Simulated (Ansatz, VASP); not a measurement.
# TiB2: VASP beside Ansatz

Aim: how closely do two programs agree when they are given the same cell, functional and k mesh? The cell is taken from a series of runs on this material, whose earlier steps may have relaxed, scaled, displaced or heated it; both programs get it as it stands.

Method: plane waves, with VASP 6.6.1 beside it; zone-centre phonons at PBEsol, in Ansatz 0.2.0.

**1. Set-up**

It takes space group P6/mmm (No. 191, hexagonal). Conventional cell: a = 3.035 Å, b = 3.035 Å, c = 3.211 Å, α = 90.00°, β = 90.00°, γ = 120.00°. Nearest to B lie 3 B at 1.75 Å and 6 Ti at 2.38 Å. Nearest to Ti lie 12 B at 2.38 Å. Farther neighbours are not listed.

**2. Ansatz: zone-centre phonons, PBEsol**

Ansatz runs on its PAW soft_1 files.

Second derivatives magnify differences that forces hide, and they need a tight electronic threshold.

The input, input.yaml:

```yaml
crystal:
  lattice:
    - [3.0348575887, 0.0, 0.0]
    - [-1.5174287943, 2.6282637687, 0.0]
    - [0.0, 0.0, 3.210735934]
  atoms:
    - { symbol: B, position: [0.3333333333, 0.6666666667, 0.5] }
    - { symbol: B, position: [0.6666666667, 0.3333333333, 0.5] }
    - { symbol: Ti, position: [0.0, 0.0, 0.0] }
kpoints:
  mp_grid: { grid: [15, 15, 16] }
hamiltonian:
  xc: pbesol
  pseudopotentials: { kind: paw, azcp: { folder: soft_1 }, xc_functional: pbe }
scf:
  occupations: { method: methfessel_paxton, width: 0.2 }
output:
  eigenvalues: true
phonons:
  method: dfpt
```

Launch:

```sh
ansatz run input.yaml --threads 4 --pin off --max-ram 10240MiB --backend cpu --events-out ev --progress --plain --runs-dir out
```

Numbers of over 12 decimals in the logs are rounded to 6 here.

The log of the run:

```text
zone centre: on kpoints.mp_grid the ground state, and the responses unless they are solved on pairs of k-points, stand on 576 of the mesh's 3600 k-points, reduced under 4 symmetry operations, with k and −k counted as one. Each operation leaves every solved displacement unchanged or reverses it
Engine: ansatz 0.2.0, x86_64-unknown-linux-gnu
Pseudopotentials: kind: paw
Pseudopotential: B, paw, valence charge 3, recommended cutoff 420 eV (normal), soft_1/B.paw.azcp
Pseudopotential: Ti, paw, valence charge 12, recommended cutoff 420 eV (normal), soft_1/Ti.paw.azcp
Functional definition: PBEsol
  exchange = pbesol_x
  correlation = pbesol_c
Crystal: 3 atoms, lattice volume = 25.610 Å³
Basis set: ecut = 420 eV, 503 PW (Γ), exchange–correlation on 48×48×48 points (8 copies of the dense FFT grid, shifted against one another)
Bands: 13, of which v1, the nominal top of the filled ones, is band 9 counted from 1 (8 counted from 0)
Symmetry: 24 space group operations
k-points: 576 of 3600 (irreducible under 4 space group operations, time reversal used)
Non-local potential: B, projectors of the file, l = 0: 2, l = 1: 2, l = 2: 1
Non-local potential: Ti, projectors of the file, l = 0: 3, l = 1: 2, l = 2: 3, l = 3: 1
PAW form: soft (Blöchl's): semilocal exchange-correlation on the pseudo side does not see the compensation charge
PAW frozen core: B, regenerated for the run's functional, and the local potential with it (the file was generated under x = pbe(κ = 0.804, μ = 0.219515), c = pbe(β = 0.066725))
PAW frozen core: Ti, regenerated for the run's functional, and the local potential with it (the file was generated under x = pbe(κ = 0.804, μ = 0.219515), c = pbe(β = 0.066725))
PAW one-centre angular grid: B, 110 points (default); XC on 64 Gauss nodes
PAW one-centre angular grid: Ti, 590 points (default); XC on 64 Gauss nodes
Initial density: superposition of atomic densities (chi_scale 0.1, normalization cell, long waves kept (reshape's long-wave potential 0.00 eV rms))
Initial wavefunctions: pseudopotential atomic-orbital guess
Functional: x = pbesol(κ = 0.804, μ = 0.123457), c = pbesol(β = 0.046)
SCF iter   1: F=—  HF=-2783.749317 eV  |F-HF|=—  |Δ(HF+E_count)|=         —  Δρ=1.05e-1  dr2=4.47e0  ethr=3.10e-3  ⟨swp⟩=4.3  Hψ=35341  notcnv=0
preconditioner: auto → none  [metal: Δε(μ)=0.023 eV  Ē_g=9.441 eV  σ=0.200 eV  W_gap=0.10  n_scr=8 (ndim 8)  ℏωp=23.2 eV  f_vac=0.000  D(μ)=0.40/eV (n_scr^D=0)  sad-step TF]
SCF iter   2: F=—  HF=-2783.147972 eV  |F-HF|=—  |Δ(HF+E_count)|=   6.01e-1  S|Δr|=    0.00e0  Δρ=6.98e-2  dr2=2.13e0  ethr=3.10e-3  ⟨swp⟩=2.0  Hψ=14305  notcnv=0
SCF iter   3: F=—  HF=-2782.623358 eV  |F-HF|=—  |Δ(HF+E_count)|=   5.25e-1  S|Δr|=    0.00e0  Δρ=8.50e-3  dr2=2.28e-2  ethr=3.10e-3  ⟨swp⟩=3.0  Hψ=14389  notcnv=0
SCF iter   4: F=—  HF=-2782.620995 eV  |F-HF|=—  |Δ(HF+E_count)|=   2.36e-3  S|Δr|=    0.00e0  Δρ=1.02e-3  dr2=2.08e-4  ethr=1.27e-4  ⟨swp⟩=1.7  Hψ=12948  notcnv=0
SCF iter   5: F=—  HF=-2782.621048 eV  |F-HF|=—  |Δ(HF+E_count)|=   5.34e-5  S|Δr|=    0.00e0  Δρ=2.92e-4  dr2=3.37e-5  ethr=1.15e-6  ⟨swp⟩=2.0  Hψ=10397  notcnv=0
SCF iter   6: F=—  HF=-2782.621043 eV  |F-HF|=—  |Δ(HF+E_count)|=   5.46e-6  S|Δr|=    0.00e0  Δρ=7.99e-5  dr2=2.05e-6  ethr=1.87e-7  ⟨swp⟩=2.4  Hψ=10946  notcnv=0
SCF iter   7: F=—  HF=-2782.621043 eV  |F-HF|=—  |Δ(HF+E_count)|=   2.63e-7  S|Δr|=    0.00e0  Δρ=5.26e-6  dr2=5.85e-9  ethr=1.14e-8  ⟨swp⟩=2.7  Hψ=11163  notcnv=0
SCF iter   8: F=—  HF=-2782.621043 eV  |F-HF|=—  |Δ(HF+E_count)|=   3.23e-9  S|Δr|=    0.00e0  Δρ=7.87e-7  dr2=1.45e-10  ethr=3.25e-11  ⟨swp⟩=2.7  Hψ=12300  notcnv=0
SCF iter   9: F=—  HF=-2782.621043 eV  |F-HF|=—  |Δ(HF+E_count)|=  5.55e-11  S|Δr|=    0.00e0  Δρ=1.92e-7  dr2=1.22e-11  ethr=1.00e-12  ⟨swp⟩=5.2  Hψ=28113  notcnv=0
SCF iter  10: F=-2782.621043 eV  HF=-2782.621043 eV  |F-HF|=4.55e-13  |Δ(HF+E_count)|=  2.73e-12  S|Δr|=    0.00e0  Δρ=6.35e-9  dr2=1.50e-14  ethr=1.00e-12  ⟨swp⟩=4.5  Hψ=25976  notcnv=0
SCF 1 converged in 10 iterations: F = -2782.621043 eV  dr2 = 1.50e-14
  greatest PAW one-centre occupation: 0.998 electrons in one spin orbital (limit 2), on the Ti atom at site 2 (counted from 0), in its partial waves of l = 0
DFPT response loops at Γ: preconditioner auto → Kerker (q_TF=auto, 2.573 Å⁻¹) (partly filled bands, converged f_vac=0.000); β = 1.00, the filter's whole step (`scf.mixing.beta` (0.50) is not read by the response loops under this deck's `scf.mixing.preconditioner`; to damp them name `kerker` or `kerker_dos`, under which they read `scf.mixing.beta`, and type it under 1.00, their step now; both keys bind the ground state too); Broyden in place of MSR1
SCF converged after 10 iterations
Stability not checked: this state was not tested for a lower state beside it, because cold or Methfessel-Paxton smearing, or corrected tetrahedra, fill the levels in a way that the test cannot read (fill_not_monotonic; see scf.lower_state_search)
Free energy (F): -2782.621043 eV
Harris-Foulkes:  -2782.621043 eV  (|F-HF|=4.55e-13)
Internal energy: -2782.621078 eV  (E = F + TS)
E sigma→0 (E₀):  -2782.621052 eV
Entropy (-TS):   0.000035 eV (0.012 meV/atom)
Fermi energy:    15.067052 eV
--- Per-component energies (eV) ---
  E_band       = -94.513737
  E_kinetic    = 383.048857
  E_local      = -840.254760  (includes V_loc(G=0)·N_el)
  E_nonlocal   = 77.030537
  E_hartree    = 344.745026
  E_xc         = -183.319523
  E_vxc        = -225.800073  (∫ρ·V_xc dr)
  E_paw        = -1167.035977  (= ΣΔE_a)
  E_vpaw       = -178.028269  (= ΣTr[D̂ρ^β])
  E_aug_tail   = -0.000077  (compensation charges beyond the density's cutoff)
  E_ewald      = -1397.003966
  E_core_change = 0.168806  (= ΣΔE_core)
  E_smearing   = 0.000035  (= −TS)
  E_closure    = -0.000000  (closes the sum)
  Σ components = -2782.621043   (vs F -2782.621043, Δ=0.00e0)
--- Band table (eV; the first three rows and the last of 576) ---
  k-point 0: bands = [... 5 lower, 12.3849, 12.3849, 12.8127, 12.9015, 16.9506, 16.9506, 18.7740, 18.7740]
  k-point 1: bands = [... 5 lower, 12.0604, 12.4269, 12.4269, 13.5978, 16.8046, 16.8046, 18.6804, 18.6804]
  k-point 2: bands = [... 5 lower, 11.2247, 12.5525, 12.5525, 14.2771, 16.4508, 16.4508, 18.4109, 18.4109]
  k-point 575: bands = [... 5 lower, 8.2618, 9.9513, 10.6416, 12.4141, 17.4509, 17.9751, 18.6997, 19.6100]
--- Phonons (Γ-DFPT): 4 representative perturbations + reference, on 576 of 3600 k-points (Σ response iterations 12) ---
  k mesh reduced under 4 symmetry operations, with k and −k counted as one. Each operation leaves every solved displacement unchanged or reverses it
  ASR residual: 2.871e-6 → 0.000e0 eV/Å²; symmetrization residual: 9.177e-7 eV/Å²
  ASR residual per site (eV/Å²): 4.54e-7 4.54e-7 2.87e-6
  Γ frequencies (cm⁻¹): 0.00 0.00 0.00 509.97 513.52 513.52 551.81 878.79 878.79
  non-analytic LO–TO correction: not included (Born effective charges unavailable; polar crystals: no LO–TO splitting at Γ)
```

Reading the cycles: dr2 is the Hartree energy of the density residual (eV), the measure of convergence; HF is the Harris–Foulkes estimate of the energy, which meets the free energy F at convergence.

(Continued in part 2 of 2.)

[Lines on the potential files, build, host, timing and source positions are cut from VASP's logs without a mark.]

[Logs are printed without paths, hosts, clocks, repeated set-up lines and the standing remarks that a program may print on its own settings, such as how far it seeks lower states.]

[Hosts, paths, dates, database ids (printed as entryN), source tags and the programs' standing remarks are cut or masked in the printed files.]
